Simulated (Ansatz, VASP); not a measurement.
# Cross-check of ZrTa7C8 (random rock-salt alloy of TaC and ZrC) between VASP and Ansatz, part 2 of 2

One calculation is typed for both programs; each brings its own data sets. How far apart do they land? The cell is taken from a series of runs on this material, whose earlier steps may have relaxed, scaled, displaced or heated it; both programs get it as it stands.

VASP 6.6.1 and Ansatz 0.2.0.

So far. Step 2 (VASP: single point, LDA, pair 1): The run ends at a pressure of -17.08 GPa, with forces up to 0.087 eV/Å.

## Step 5: Ansatz: single point, LDA, pair 2

A single point gives forces, pressure and levels at one fixed geometry, so differences don't come from the geometry; what else differs is listed under the comparison. The cell compared in this pair holds 765.70 Å³, against 744.03 Å³ for the pair before.

The cell is taken from a series of runs on this material, whose earlier steps may have relaxed, scaled, displaced or heated it; both programs get it as it stands.

input.yaml reads:

```yaml
crystal:
  lattice:
    - [9.148578010465577, 0.0, 0.0]
    - [0.0, 9.148578010465577, 0.0]
    - [0.0, 0.0, 9.148578010465577]
  atoms:
    - { symbol: Ta, position: [1.000466716909544, 0.0010596920023872942, 1.0053715900995444] }
    - { symbol: C, position: [0.25155145774000726, -0.00015382003257708113, 1.0040856790984098] }
    - { symbol: Ta, position: [0.001442696172600248, 0.2458822717563557, 0.25149055199067705] }
    - { symbol: C, position: [0.24991465294033705, 0.24959514098468494, 0.25024729758160913] }
    - { symbol: Ta, position: [0.24319004704799177, 1.0008024645926603, 0.24955142701657584] }
    - { symbol: C, position: [0.0001592492974004624, 1.0002114080615014, 0.2502284707743074] }
    - { symbol: Ta, position: [0.25074786609847505, 0.2503168718364971, 1.0039092159125595] }
    - { symbol: C, position: [0.0002426482154730448, 0.24601710105626073, 1.0003466207788454] }
    - { symbol: Ta, position: [0.9993213933830778, 1.0005780571527052, 0.49504557293863116] }
    - { symbol: C, position: [0.24628047306771317, 1.0002759099854948, 0.49565612693168426] }
    - { symbol: Ta, position: [-0.006053693964155848, 0.2523362821349103, 0.749107634886034] }
    - { symbol: C, position: [0.2501642286954193, 0.25521413855771863, 0.7501819443155949] }
    - { symbol: Zr, position: [0.2477243460474942, 1.0016373278868418, 0.7504143045152296] }
    - { symbol: C, position: [0.995051681719143, -0.0009933624024162449, 0.749516778857021] }
    - { symbol: Ta, position: [0.25013305076488407, 0.2531996674962626, 0.4965791726652971] }
    - { symbol: C, position: [5.5906175443642236e-05, 0.25009062244157026, 0.5002670447463266] }
    - { symbol: Zr, position: [1.000901743464404, 0.4989092746050382, 1.001276090205098] }
    - { symbol: C, position: [0.25462129773951603, 0.5005065971526987, -0.0003245466325983074] }
    - { symbol: Ta, position: [0.0007535054733810976, 0.7542621401223395, 0.25322309511150387] }
    - { symbol: C, position: [0.25056968958123893, 0.7495180840555161, 0.24963225525045704] }
    - { symbol: Ta, position: [0.2552644581793454, 0.498914302230678, 0.2527167237405473] }
    - { symbol: C, position: [1.0004967910941414, 0.49961786123708674, 0.25544476554115375] }
    - { symbol: Ta, position: [0.2509193330085716, 0.7499814842935293, 0.000655410809676878] }
    - { symbol: C, position: [0.005270234981080623, 0.7543303898664131, -0.0005931196260881664] }
    - { symbol: Ta, position: [0.9997738800392242, 0.4991118719699578, 0.5005872750841375] }
    - { symbol: C, position: [0.2496789843982, 0.4999692205540847, 0.5000249864573936] }
    - { symbol: Ta, position: [0.0019747295795371433, 0.7473507350283017, 0.7459322490333521] }
    - { symbol: C, position: [0.25103906589645275, 0.7459726576060546, 0.750914207640167] }
    - { symbol: Ta, position: [0.24907555804175527, 0.4990821500006376, 0.7472545657789456] }
    - { symbol: C, position: [0.0007519801384666461, 0.4998833690225576, 0.7462716177129693] }
    - { symbol: Ta, position: [0.24583100415623685, 0.7465781666759175, 0.49945775707031426] }
    - { symbol: C, position: [-0.00042618896598241144, 0.7494567840324668, 0.49951468861340403] }
    - { symbol: Ta, position: [0.500287651655134, 1.0025530340895787, 1.000666671436936] }
    - { symbol: C, position: [0.749031773054679, 0.0035836107787414165, 1.0008605840448128] }
    - { symbol: Ta, position: [0.4988532820594809, 0.2546119478843806, 0.2495634804418704] }
    - { symbol: C, position: [0.7504694551342829, 0.24990953823918466, 0.25031448191996214] }
    - { symbol: Ta, position: [0.7570046035937019, 1.0011876227091132, 0.25022760463973837] }
    - { symbol: C, position: [0.5001540495034626, -6.326724487606603e-05, 0.24455271854218116] }
    - { symbol: Ta, position: [0.7493605912962366, 0.24992928794417354, -0.003573842510279825] }
    - { symbol: C, position: [0.49981440314533687, 0.24906886922212154, 1.000238400809537] }
    - { symbol: Zr, position: [0.5007826813211543, 0.9995015447953163, 0.498552427814474] }
    - { symbol: C, position: [0.7542046741068913, -0.00021629632681331495, 0.5007201025333334] }
    - { symbol: Ta, position: [0.5055877899439202, 0.2517727010024636, 0.7507152437749856] }
    - { symbol: C, position: [0.7496712450852961, 0.24884005981896726, 0.7504047671894056] }
    - { symbol: Ta, position: [0.7515176524664605, 0.005789063409644889, 0.7498226556702019] }
    - { symbol: C, position: [0.5043715251396181, 0.9985329874343322, 0.7548908487689954] }
    - { symbol: Ta, position: [0.7500354338445214, 0.25186438947201906, 0.5043484913122991] }
    - { symbol: C, position: [0.499720934042607, 0.25385320651322146, 0.5003000176640229] }
    - { symbol: Ta, position: [0.49993817459591, 0.49679989278231207, 1.0040137671223797] }
    - { symbol: C, position: [0.7458022978678341, 0.4955907383573886, 0.0008436395435802817] }
    - { symbol: Ta, position: [0.4996769808810488, 0.7442174674106564, 0.25059706946910787] }
    - { symbol: C, position: [0.748743261321129, 0.7500850696405434, 0.2542637288408252] }
    - { symbol: Ta, position: [0.7448344948046722, 0.4984375042000838, 0.2518224279126681] }
    - { symbol: C, position: [0.5001145411799622, 0.4996245018920816, 0.2502987210295174] }
    - { symbol: Zr, position: [0.7501570820553397, 0.7497786118503279, 1.0000214433580947] }
    - { symbol: C, position: [0.496268238373023, 0.7500129469666026, 0.00019419321006268662] }
    - { symbol: Ta, position: [0.4993956040143946, 0.49965160803647585, 0.4965656120223228] }
    - { symbol: C, position: [0.7497720013807836, 0.5004656372438988, 0.49994766849495514] }
    - { symbol: Ta, position: [0.49822280900226074, 0.7475105497700718, 0.7496203838272554] }
    - { symbol: C, position: [0.7489916395513372, 0.7501322488263307, 0.7448617264162102] }
    - { symbol: Ta, position: [0.7505914549993852, 0.4939346743210635, 0.7485191908232633] }
    - { symbol: C, position: [0.4996386260670858, 0.5005866746482664, 0.7497634821554443] }
    - { symbol: Ta, position: [0.7547094681885397, 0.7474416008354763, 0.49925701205459067] }
    - { symbol: C, position: [0.5005496199754419, 0.7453564380631329, 0.5005477762204044] }
kpoints:
  mp_grid:
    grid: [2, 2, 2]
hamiltonian:
  xc: lda
  pseudopotentials:
    kind: paw
    xc_functional: pbe
    azcp:
      folder: "./paw"
scf:
  occupations:
    method: gaussian
    width: 0.025
output:
  forces: true
  stress: true
  eigenvalues: true
```

Launch:

```console
$ python sweep.py
```

## Step 6: VASP: single point, LDA, pair 2

The same cell, functional (in two slightly different forms), mesh and smearing now go to VASP, with its own data sets.

INCAR reads:

```
SYSTEM = ZrTa7C8
PREC = Accurate
ENCUT = 600
EDIFF = 1E-06
NELM = 120
ISMEAR = 0
SIGMA = 0.025
LREAL = Auto
ALGO = Normal
GGA = PW92
NBANDS = 288
LASPH = .TRUE.
LORBIT = 11
LWAVE = .FALSE.
LCHARG = .FALSE.
ISIF = 2
GGA_COMPAT = .FALSE.
KPAR = 8
```

POSCAR reads:

```
ZrTa7C8
1.0
    9.1485780000      0.0000000000      0.0000000000
    0.0000000000      9.1485780000      0.0000000000
    0.0000000000      0.0000000000      9.1485780000
Ta C Zr
28 32 4
Direct
    0.0004670000      0.0010600000      0.0053720000
    0.0014430000      0.2458820000      0.2514910000
    0.2431900000      0.0008020000      0.2495510000
    0.2507480000      0.2503170000      0.0039090000
    0.9993210000      0.0005780000      0.4950460000
    0.9939460000      0.2523360000      0.7491080000
    0.2501330000      0.2532000000      0.4965790000
    0.0007540000      0.7542620000      0.2532230000
    0.2552640000      0.4989140000      0.2527170000
    0.2509190000      0.7499810000      0.0006550000
    0.9997740000      0.4991120000      0.5005870000
    0.0019750000      0.7473510000      0.7459320000
    0.2490760000      0.4990820000      0.7472550000
    0.2458310000      0.7465780000      0.4994580000
    0.5002880000      0.0025530000      0.0006670000
    0.4988530000      0.2546120000      0.2495630000
    0.7570050000      0.0011880000      0.2502280000
    0.7493610000      0.2499290000      0.9964260000
    0.5055880000      0.2517730000      0.7507150000
    0.7515180000      0.0057890000      0.7498230000
    0.7500350000      0.2518640000      0.5043480000
    0.4999380000      0.4968000000      0.0040140000
    0.4996770000      0.7442170000      0.2505970000
    0.7448340000      0.4984380000      0.2518220000
    0.4993960000      0.4996520000      0.4965660000
    0.4982230000      0.7475110000      0.7496200000
    0.7505910000      0.4939350000      0.7485190000
    0.7547090000      0.7474420000      0.4992570000
    0.2515510000      0.9998460000      0.0040860000
    0.2499150000      0.2495950000      0.2502470000
    0.0001590000      0.0002110000      0.2502280000
    0.0002430000      0.2460170000      0.0003470000
    0.2462800000      0.0002760000      0.4956560000
    0.2501640000      0.2552140000      0.7501820000
    0.9950520000      0.9990070000      0.7495170000
    0.0000560000      0.2500910000      0.5002670000
    0.2546210000      0.5005070000      0.9996750000
    0.2505700000      0.7495180000      0.2496320000
    0.0004970000      0.4996180000      0.2554450000
    0.0052700000      0.7543300000      0.9994070000
    0.2496790000      0.4999690000      0.5000250000
    0.2510390000      0.7459730000      0.7509140000
    0.0007520000      0.4998830000      0.7462720000
    0.9995740000      0.7494570000      0.4995150000
    0.7490320000      0.0035840000      0.0008610000
    0.7504690000      0.2499100000      0.2503140000
    0.5001540000      0.9999370000      0.2445530000
    0.4998140000      0.2490690000      0.0002380000
    0.7542050000      0.9997840000      0.5007200000
    0.7496710000      0.2488400000      0.7504050000
    0.5043720000      0.9985330000      0.7548910000
    0.4997210000      0.2538530000      0.5003000000
    0.7458020000      0.4955910000      0.0008440000
    0.7487430000      0.7500850000      0.2542640000
    0.5001150000      0.4996250000      0.2502990000
    0.4962680000      0.7500130000      0.0001940000
    0.7497720000      0.5004660000      0.4999480000
    0.7489920000      0.7501320000      0.7448620000
    0.4996390000      0.5005870000      0.7497630000
    0.5005500000      0.7453560000      0.5005480000
    0.2477240000      0.0016370000      0.7504140000
    0.0009020000      0.4989090000      0.0012760000
    0.5007830000      0.9995020000      0.4985520000
    0.7501570000      0.7497790000      0.0000210000
```

KPOINTS reads:

```
Automatic mesh
0
Gamma
2 2 2
0 0 0
```

Potentials, in the order of the species: Ta_pv, C and Zr_sv (LDA family, release 64).

Launch:

```console
$ mpirun -np 8 vasp_std
```

What it wrote:

```text
[banner, memory and clock lines left out]
running    8 mpi-ranks, on    1 nodes
[...]
[... a notice as in an earlier step ...]

 [... a notice as in an earlier step ...]

 LDA part: xc-table for (Slater(with rela. corr.)+PW92), standard interpolation
 POSCAR, INCAR and KPOINTS ok, starting setup
[...]
entering main loop
       N       E                     dE             d eps       ncg     rms          rms(c)
DAV:   1     0.517989800163E+04    0.51799E+04   -0.27796E+05  4616   0.193E+03
DAV:   2    -0.347377035600E+03   -0.55273E+04   -0.53431E+04  4896   0.548E+02
DAV:   3    -0.849039800584E+03   -0.50166E+03   -0.48758E+03  5672   0.142E+02
DAV:   4    -0.873446249063E+03   -0.24406E+02   -0.24038E+02  5912   0.270E+01
[...]
DAV:  14    -0.759343964551E+03    0.27408E-04   -0.26497E-04  5728   0.438E-02    0.307E-02
DAV:  15    -0.759343962120E+03    0.24308E-05   -0.60409E-05  5968   0.194E-02    0.901E-03
DAV:  16    -0.759343961450E+03    0.67014E-06   -0.98393E-06  4824   0.819E-03
   1 F= -.75934396E+03 E0= -.75933802E+03  d E =-.118755E-01
```

From OUTCAR (step 6):

```text
  Total     -117.1216047   -116.7027935   -114.9641056      0.5770742     -0.3151150      0.6216316
  in kB     -245.0681154   -244.1917846   -240.5537114      1.2074842     -0.6593544      1.3007173
  external PRESSURE =    -243.2712038 kB  Pullay stress =       0.0000000 kB

 POSITION                                       TOTAL-FORCE (eV/Angst)
 -----------------------------------------------------------------------------------
      0.00427      0.00970      0.04915        -0.003986      0.040461      0.103593
      0.01320      2.24947      2.30079         0.031345     -0.127923      0.025182
      2.22484      0.00734      2.28304        -0.172898      0.023877     -0.019527
      2.29399      2.29004      0.03576         0.025052     -0.007942      0.086971
      9.14237      0.00529      4.52897        -0.036691      0.006391     -0.110874
      9.09319      2.30852      6.85327        -0.132090      0.052737     -0.050854
      2.28836      2.31642      4.54299        -0.005861      0.100827     -0.085043
      0.00690      6.90042      2.31663         0.012656      0.120011      0.105329
      2.33530      4.56435      2.31200         0.124747     -0.018924      0.086281
      2.29555      6.86126      0.00599         0.021145      0.010790     -0.011050
      9.14651      4.56617      4.57966         0.043307      0.003636      0.033272
      0.01807      6.83720      6.82422         0.048232     -0.077525     -0.099635
      2.27869      4.56589      6.83632        -0.015329     -0.000457     -0.087481
      2.24900      6.83013      4.56933        -0.095241     -0.086289      0.007604
[...]
-----------------------------------------------------------------------------------
    total drift:                               -0.000431     -0.009416      0.008699

  FREE ENERGIE OF THE ION-ELECTRON SYSTEM (eV)
  ---------------------------------------------------
  free  energy   TOTEN  =      -759.3439614496 eV

  energy  without entropy=     -759.3320859286  energy(sigma->0) =     -759.33802369

[... 1 further part left out ...]
```

The run ends at a pressure of -24.33 GPa, with forces up to 0.18 eV/Å.

## Step 7: Comparison

What differs besides the data sets and the points named for the pairs above, as far as they apply: the data sets hold 540 valence electrons in Ansatz (on its PAW soft_1 files) and 484 in VASP. Total energies have different zeros and are not compared.

Compared:

```
      quantity  Ansatz    VASP  difference
pressure (GPa)  -25.14  -24.33       -0.81
```

Forces on 10 of the 64 atoms, those with the largest forces and the largest differences (eV/Å; atoms numbered as in POSCAR):

```
atom          Ansatz x, y, z            VASP x, y, z
 Ta3   -0.177, 0.026, -0.019   -0.173, 0.024, -0.020
 Ta6   -0.148, 0.057, -0.046   -0.132, 0.053, -0.051
 Ta8     0.023, 0.119, 0.111     0.013, 0.120, 0.105
Ta17    0.178, 0.036, -0.003     0.168, 0.025, 0.007
Ta19     0.146, 0.054, 0.020     0.137, 0.048, 0.022
Ta20    0.053, 0.144, -0.004     0.045, 0.130, 0.005
Ta27   0.013, -0.152, -0.058   0.025, -0.138, -0.052
 C40     0.064, 0.043, 0.022     0.039, 0.021, 0.017
 C43  -0.003, -0.012, -0.076  -0.018, -0.004, -0.044
 C53   -0.076, -0.074, 0.002  -0.044, -0.046, -0.008
```

The forces differ by 11 meV/Å r.m.s., which is 20.6 % of the r.m.s. force of 0.052 eV/Å (both taken over all components).

## Step 8: Outcome

```
r.m.s. force difference (single point, LDA, pair 1) : 12 meV/Å
difference in pressure (single point, LDA, pair 1)  : -0.90 GPa
r.m.s. force difference (single point, LDA, pair 2) : 11 meV/Å
difference in pressure (single point, LDA, pair 2)  : -0.81 GPa
```

The r.m.s. force difference is 12 meV/Å (single point, LDA, pair 1), at about the 12 meV/Å picked in this series as the mark of a large difference. The data sets hold unlike numbers of valence electrons (540 in Ansatz and 484 in VASP), so part of the differences comes from the potentials. What causes the difference of the single point, LDA, pair 1 pair stays open here. Such differences can come from data sets, numerical settings and the points named under the comparisons, not from the functional's error against experiment.

[Lines on the potential files, build, host, timing and source positions are cut from VASP's logs without a mark.]

[Logs are printed without paths, hosts, clocks, repeated set-up lines and the standing remarks that a program may print on its own settings, such as how far it seeks lower states.]

[Hosts, paths, dates, database ids (printed as entryN), source tags and the programs' standing remarks are cut or masked in the printed files.]
